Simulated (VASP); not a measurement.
Here is the system:

```yaml
crystal:
  lattice:
    - [-1.66674, 1.66674, 1.66674]
    - [1.66674, -1.66674, 1.66674]
    - [1.66674, 1.66674, -1.66674]
  atoms:
    - { symbol: Ta, position: [0.00000, 0.00000, 0.00000] }
```

Level of theory: rev-vdW-DF2, VASP's PBE PAW potentials (set 64) (plane waves; VASP). Numerical set-up: 520 eV cut-off, 15×15×15 Γ-centred mesh, first-order Methfessel-Paxton smearing of 0.10 eV, potentials Ta_pv.

Question: Give the stress tensor in GPa (positive for a compressed cell).

Answer: 
```
-6.17   0.00   0.00
 0.00  -6.17   0.00
 0.00   0.00  -6.17
```
The pressure is its mean diagonal, -6.17 GPa.

The compound is Ta in the bcc structure. This cell is one point of a volume scan, at 1.03 of the reference volume.
